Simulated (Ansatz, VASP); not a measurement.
# Ge (Germanium) in two plane-wave programs, part 3 of 4

Wanted: the spread between two codes on one cell, functional and k mesh. Of the first pair: The structure shown is the end of the Ansatz relaxation below.

VASP 6.6.1 and Ansatz 0.2.0.

So far: The starting structure; Ansatz: relaxation, LDA; VASP: single point, LDA.

**3. VASP: single point, LDA (continued)**

Level of this step: LDA; plane waves and PAW (Ge_d) (VASP).

Numbers of over 12 decimals in the logs are rounded to 6 here.

From OUTCAR (step 3):

```text
ion  position               nearest neighbor table
   1  0.500  0.500  0.500-   2 2.47   2 2.47   2 2.47   2 2.48
   2  0.750  0.750  0.750-   1 2.47   1 2.47   1 2.47   1 2.48

  LATTYP: Found a body centered tetragonal cell.
 ALAT       =     4.1339900238
 C/A-ratio  =     1.3168892829

 Subroutine GETGRP returns: Found  4 space group operations
 (whereof  2 operations were pure point group operations)

The static configuration has the point symmetry C_1h.
 The point group associated with its full space group is C_2h.

   k-points           NKPTS =   1728   k-points in BZ     NKDIM =   1728   number of bands    NBANDS=     20

   dimension x,y,z NGX =    30 NGY =   30 NGZ =   30
   dimension x,y,z NGXF=    60 NGYF=   60 NGZF=   60

   ENCUT  =  500.0 eV  36.75 Ry    6.06 a.u.   7.28  7.28  7.54*2*pi/ulx,y,z

   NELECT =      28.0000    total number of electrons

 k-points in reciprocal lattice and weights: Points of the shifted mesh
   0.04166667  0.04166667  0.04166667       0.001
   0.04166667  0.04166667  0.12500000       0.001
   0.04166667  0.04166667  0.20833333       0.001
   0.04166667  0.04166667  0.29166667       0.001
   0.04166667  0.04166667  0.37500000       0.001
   0.04166667  0.04166667  0.45833333       0.001
   0.04166667  0.04166667  0.54166667       0.001
   0.04166667  0.04166667  0.62500000       0.001
   0.04166667  0.04166667  0.70833333       0.001
[...]
0.95833333  0.95833333  0.87500000       0.001
   0.95833333  0.95833333  0.95833333       0.001

 average (electrostatic) potential at core
       1 -75.6543       2 -75.6543

 E-fermi :   4.4989

 k-point     1 :       0.0417    0.0417    0.0417
  band No.  band energies     occupation
    ...
      9     -20.1930      2.00000
     10     -20.1923      2.00000
     11      -8.1030      2.00000
     12       3.5021      2.00000
     13       4.2552      2.00000
     14       4.5251      0.01366
     15       4.9505      0.00000
     16       6.8255      0.00000
     17       7.1854      0.00000
     18       7.2060      0.00000
    ...

 k-point     2 :       0.0417    0.0417    0.1250
  band No.  band energies     occupation
    ...
     10     -20.1885      2.00000
     11      -7.9971      2.00000
     12       2.3732      2.00000
     13       4.1610      2.00000
     14       4.2357      2.00000
     15       5.3696      0.00000
     16       7.2969      0.00000
     17       7.3976      0.00000
     18       7.5069      0.00000
     19      11.2991      0.00000
    ...

 k-point     3 :       0.0417    0.0417    0.2083
  band No.  band energies     occupation
    ...
     10     -20.1818      2.00000
     11      -7.7298      2.00000
     12       0.9288      2.00000
     13       3.7755      2.00000
     14       3.8225      2.00000
     15       5.3480      0.00000
     16       7.6586      0.00000
     17       7.9179      0.00000
     18       8.6385      0.00000
     19      12.0826      0.00000
    ...

  Total       -1.2915940     -1.2915940      0.0147384     -0.0182758     -0.0103790     -0.0103791
  in kB      -44.4845352    -44.4845352      0.5076146     -0.6294467     -0.3574692     -0.3574726
  external PRESSURE =     -29.4871519 kB  Pullay stress =       0.0000000 kB

  energy-cutoff  :      500.00
  volume of cell :       46.52
      direct lattice vectors                 reciprocal lattice vectors
     0.000000000  2.923172379  2.722003579    -0.171047046  0.171047046  0.183688223
     2.923172379  0.000000000  2.722003579     0.171047046 -0.171047046  0.183688223
     2.923172379  2.923172379  0.000000000     0.171047046  0.171047046 -0.183688223

 POSITION                                       TOTAL-FORCE (eV/Angst)
 -----------------------------------------------------------------------------------
      2.92294      2.92294      2.72142         0.001820      0.001820      0.001273
      4.38499      4.38499      4.08359        -0.001820     -0.001820     -0.001273
 -----------------------------------------------------------------------------------
    total drift:                                0.000000      0.000000     -0.000000

  FREE ENERGIE OF THE ION-ELECTRON SYSTEM (eV)
  ---------------------------------------------------
  free  energy   TOTEN  =       -10.3351934804 eV

  energy  without entropy=      -10.3351823033  energy(sigma->0) =      -10.33518789

 total charge
# of ion       s       p       d       tot
------------------------------------------
    1        1.147   1.230  10.018  12.395
    2        1.147   1.230  10.018  12.395
--------------------------------------------------
tot          2.294   2.460  20.037  24.790

[... 3 further parts left out ...]
```

The run ends at a pressure of -2.95 GPa, with forces up to 0.0029 eV/Å.

**4. Differences**

Known differences besides the potentials themselves: the cutoff is 420 eV in Ansatz and 500 eV in VASP; VASP's log shows a relativistic correction to its local exchange, Ansatz's none; Ansatz's pressure holds a Pulay correction, VASP's none. Total energies have different zeros and are not compared.

Compared:

```csv
quantity,Ansatz,VASP,difference
pressure (GPa),-2.99,-2.95,-0.04
```

(Continued in part 4 of 4.)

[Lines on the potential files, build, host, timing and source positions are cut from VASP's logs without a mark.]

[Logs are printed without paths, hosts, clocks, repeated set-up lines and the standing remarks that a program may print on its own settings, such as how far it seeks lower states.]

[Hosts, paths, dates, database ids (printed as entryN), source tags and the programs' standing remarks are cut or masked in the printed files.]
